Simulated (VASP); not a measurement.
Given:

```yaml
crystal:
  lattice:
    - [3.29917, 0.00000, 0.00000]
    - [-1.64958, 2.85716, 0.00000]
    - [0.00000, 0.00000, 6.70561]
  atoms:
    - { symbol: Mo, position: [0.00000, 0.00000, 0.00000] }
    - { symbol: Mo, position: [0.00000, 0.00000, 0.50000] }
    - { symbol: As, position: [0.33333, 0.66667, 0.25000] }
    - { symbol: As, position: [0.66667, 0.33333, 0.75000] }
```

Calculation: PBEsol GGA, VASP's PBE PAW potentials (set 64) (plane waves; VASP 6.6.1). Run with 400 eV cut-off, Gaussian smearing of 0.050 eV, potentials Mo_sv As.

Problem. Give the energies of bands 11 to 22 at the high-symmetry points, in eV from the Fermi level.

Solution. 
| band | Γ | M | K | A | L | H |
|---|---|---|---|---|---|---|
| 11 | -7.57 | -7.62 | -6.41 | -5.61 | -6.73 | -5.96 |
| 12 | -3.85 | -5.81 | -5.94 | -5.61 | -6.73 | -5.96 |
| 13 | -3.54 | -5.10 | -5.94 | -2.78 | -4.57 | -5.19 |
| 14 | -3.54 | -4.15 | -4.69 | -2.78 | -4.57 | -5.19 |
| 15 | -1.59 | -3.58 | -4.69 | -2.78 | -3.22 | -4.72 |
| 16 | -1.59 | -3.25 | -3.39 | -2.78 | -3.22 | -4.72 |
| 17 | -1.37 | -2.42 | -1.35 | -0.76 | -2.50 | -1.66 |
| 18 | -1.21 | -0.76 | -1.35 | -0.76 | -2.50 | -1.66 |
| 19 | -1.21 | -0.49 | 0.16 | -0.72 | 1.19 | 0.94 |
| 20 | 0.16 | 1.11 | 0.16 | -0.72 | 1.19 | 0.94 |
| 21 | 0.16 | 1.21 | 0.64 | -0.72 | 1.46 | 1.40 |
| 22 | 0.67 | 1.29 | 1.05 | -0.72 | 1.46 | 1.40 |

It has no gap at this level: it comes out as a metal or semimetal.

The structure was generated: MoAs was put into the NiAs type type (P6_3/mmc), which need not be its known phase. It was relaxed first, which changed the volume by -36 %.
